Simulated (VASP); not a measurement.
A convergence study with VASP on Au (fcc): one setting is varied, all else stays as given below, so the limit is that of these other settings. Each run relaxes cell and ions from the cell shown. The basis is that of the starting cell, so low cut-offs carry a Pulay error.

```yaml
crystal:
  lattice:
    - [0.00000, 2.04000, 2.04000]
    - [2.04000, 0.00000, 2.04000]
    - [2.04000, 2.04000, 0.00000]
  atoms:
    - { symbol: Au, position: [0.00000, 0.00000, 0.00000] }
```

All values below come from PBE GGA, VASP's PBE PAW potentials (set 64) (plane waves; VASP). The tightest run used: 700 eV cut-off, 13×13×13 Γ-centred mesh, first-order Methfessel-Paxton smearing of 0.10 eV, potentials Au.

Question: The settings run are ENCUT = 200; ENCUT = 250; ENCUT = 300; ENCUT = 350; ENCUT = 400; ENCUT = 450; ENCUT = 500; ENCUT = 550; ENCUT = 600; ENCUT = 650; ENCUT = 700. From which on does the relaxed volume stay within 0.05 Å³/atom of the tightest run?

Answer: From ENCUT = 400 on: it is off by 0.023 there and by no more than 0.05 in any finer run, while ENCUT = 350 is off by 0.104.
```json
[
 {"setting": "ENCUT = 200", "relaxed volume (Å³/atom)": "16.156", "E (eV/atom)": "-3.1627", "plane waves": "116", "difference judged (Å³/atom)": "1.753"},
 {"setting": "ENCUT = 250", "relaxed volume (Å³/atom)": "17.777", "E (eV/atom)": "-3.2259", "plane waves": "169", "difference judged (Å³/atom)": "0.132"},
 {"setting": "ENCUT = 300", "relaxed volume (Å³/atom)": "17.840", "E (eV/atom)": "-3.2225", "plane waves": "208", "difference judged (Å³/atom)": "0.069"},
 {"setting": "ENCUT = 350", "relaxed volume (Å³/atom)": "17.805", "E (eV/atom)": "-3.2164", "plane waves": "265", "difference judged (Å³/atom)": "0.104"},
 {"setting": "ENCUT = 400", "relaxed volume (Å³/atom)": "17.886", "E (eV/atom)": "-3.2204", "plane waves": "331", "difference judged (Å³/atom)": "0.023"},
 {"setting": "ENCUT = 450", "relaxed volume (Å³/atom)": "17.914", "E (eV/atom)": "-3.2214", "plane waves": "379", "difference judged (Å³/atom)": "0.005"},
 {"setting": "ENCUT = 500", "relaxed volume (Å³/atom)": "17.901", "E (eV/atom)": "-3.2207", "plane waves": "444", "difference judged (Å³/atom)": "0.008"},
 {"setting": "ENCUT = 550", "relaxed volume (Å³/atom)": "17.896", "E (eV/atom)": "-3.2206", "plane waves": "531", "difference judged (Å³/atom)": "0.013"},
 {"setting": "ENCUT = 600", "relaxed volume (Å³/atom)": "17.903", "E (eV/atom)": "-3.2210", "plane waves": "578", "difference judged (Å³/atom)": "0.006"},
 {"setting": "ENCUT = 650", "relaxed volume (Å³/atom)": "17.909", "E (eV/atom)": "-3.2213", "plane waves": "650", "difference judged (Å³/atom)": "0.000"},
 {"setting": "ENCUT = 700", "relaxed volume (Å³/atom)": "17.909", "E (eV/atom)": "-3.2212", "plane waves": "725", "difference judged (Å³/atom)": "0.000"}
]
```

Left out are rungs that failed or repeat a setting and relaxations that didn't move; long series are thinned to 24 rows.

The compound is Au in the fcc structure.
